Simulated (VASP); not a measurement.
Output of a VASP run:

### OSZICAR
```
       N       E                     dE             d eps       ncg     rms          rms(c)
DAV:   1     0.119873192084E+03    0.11987E+03   -0.82970E+03   560   0.128E+03
DAV:   2    -0.117970963355E+02   -0.13167E+03   -0.12984E+03   560   0.372E+02
DAV:   3    -0.199766273963E+02   -0.81795E+01   -0.76256E+01   906   0.746E+01
DAV:   4    -0.201022683786E+02   -0.12564E+00   -0.12534E+00   826   0.919E+00
DAV:   5    -0.201040446420E+02   -0.17763E-02   -0.17760E-02   810   0.112E+00    0.869E+00
DAV:   6    -0.191844066641E+02    0.91964E+00   -0.49018E+00   928   0.256E+01    0.301E+00
DAV:   7    -0.191400394688E+02    0.44367E-01   -0.10674E-01   760   0.306E+00    0.180E+00
DAV:   8    -0.191190975544E+02    0.20942E-01   -0.40068E-02   858   0.192E+00    0.247E-01
DAV:   9    -0.191189206642E+02    0.17689E-03   -0.36752E-03   750   0.772E-01    0.130E-01
DAV:  10    -0.191188366465E+02    0.84018E-04   -0.36029E-04   970   0.237E-01    0.638E-02
DAV:  11    -0.191188455315E+02   -0.88850E-05   -0.68067E-05   938   0.659E-02    0.522E-02
DAV:  12    -0.191188292045E+02    0.16327E-04   -0.12855E-04   930   0.136E-01    0.450E-03
DAV:  13    -0.191188287318E+02    0.47265E-06   -0.45990E-06   654   0.252E-02
   1 F= -.19118829E+02 E0= -.19118499E+02  d E =-.191188E+02
       N       E                     dE             d eps       ncg     rms          rms(c)
DAV:   1    -0.191255794400E+02   -0.67502E-02   -0.17031E-01   686   0.644E+00    0.626E-01
DAV:   2    -0.191199811326E+02    0.55983E-02   -0.45130E-02   878   0.281E+00    0.123E-01
DAV:   3    -0.191194216796E+02    0.55945E-03   -0.22732E-03   928   0.407E-01    0.779E-02
DAV:   4    -0.191192767984E+02    0.14488E-03   -0.38076E-04   722   0.221E-01    0.298E-02
DAV:   5    -0.191192709666E+02    0.58318E-05   -0.19137E-05   700   0.453E-02    0.532E-03
DAV:   6    -0.191192704580E+02    0.50862E-06   -0.17493E-06   490   0.114E-02
   2 F= -.19119270E+02 E0= -.19118940E+02  d E =-.441726E-03
```

OUTCAR:
```
------------------------ aborting loop because EDIFF is reached ----------------------------------------
  FORCE on cell =-STRESS in cart. coord.  units (eV):
  Direction    XX          YY          ZZ          XY          YZ          ZX
  --------------------------------------------------------------------------------------
  Total       -0.0655461     -0.0655461     -0.0655461     -0.0000000      0.0000000     -0.0000000
  in kB       -1.5131852     -1.5131852     -1.5131852     -0.0000000      0.0000000     -0.0000000
  external PRESSURE =      -1.5131852 kB  Pullay stress =       0.0000000 kB
  volume of cell :       69.40
      direct lattice vectors                 reciprocal lattice vectors
     4.109495535  0.000000000 -0.000000000     0.243338870  0.000000000  0.000000000
    -0.000000000  4.109495535  0.000000000    -0.000000000  0.243338870 -0.000000000
    -0.000000000  0.000000000  4.109495535     0.000000000 -0.000000000  0.243338870
 POSITION                                       TOTAL-FORCE (eV/Angst)
 -----------------------------------------------------------------------------------
      0.00000      0.00000      0.00000        -0.000000     -0.000000      0.000000
     -0.00000      2.05475      2.05475         0.000000      0.000000      0.000000
      2.05475      0.00000      2.05475        -0.000000      0.000000      0.000000
      2.05475      2.05475      0.00000        -0.000000      0.000000      0.000000
 -----------------------------------------------------------------------------------
    total drift:                               -0.000000     -0.000000      0.000000
  FREE ENERGIE OF THE ION-ELECTRON SYSTEM (eV)
  ---------------------------------------------------
  free  energy   TOTEN  =       -19.1192704580 eV

  energy  without entropy=      -19.1182778083  energy(sigma->0) =      -19.11893957

 reached required accuracy - stopping structural energy minimisation
```
(Selected blocks of OUTCAR.)

POSCAR:
```
Al3Sc
1
    4.1000000000     0.0000000000     0.0000000000
    0.0000000000     4.1000000000     0.0000000000
    0.0000000000     0.0000000000     4.1000000000
Sc Al
1 3
Direct
  0.0000000000   0.0000000000   0.0000000000
  0.0000000000   0.5000000000   0.5000000000
  0.5000000000   0.0000000000   0.5000000000
  0.5000000000   0.5000000000   0.0000000000
```

Q: Reconstruct the remaining input files.

A: This is not unique; one that fits is the input of the run itself, PW91 GGA, plane waves, VASP's PBE PAW potentials (set 64).

**INCAR**
```
ISIF = 3
ALGO = Normal   # blocked Davidson
ENCUT = 520   # plane-wave cut-off (eV)
IBRION = 2   # conjugate gradients
LWAVE = .FALSE.
EDIFF = 1E-6
NELM = 100
GGA = 91
SYSTEM = Al3Sc
ISMEAR = 1   # Methfessel-Paxton
LREAL = .FALSE.
PREC = Accurate
LCHARG = .FALSE.
EDIFFG = -0.02   # ionic stop
LMAXMIX = 4
SIGMA = 0.1   # width (eV)
LASPH = .TRUE.   # aspherical one-centre terms
NSW = 60   # most ionic steps
```

**KPOINTS**
```
kpoints
0
Gamma
7 7 7
```

POTCAR, in this order: Sc_sv Al (PBE.64 set). Program: vasp_std.

The compound is Al3Sc in the L1_2 structure. This run relaxes it. Symmetry was kept, so distortions that lower it aren't found. The start is the result of an earlier pass.
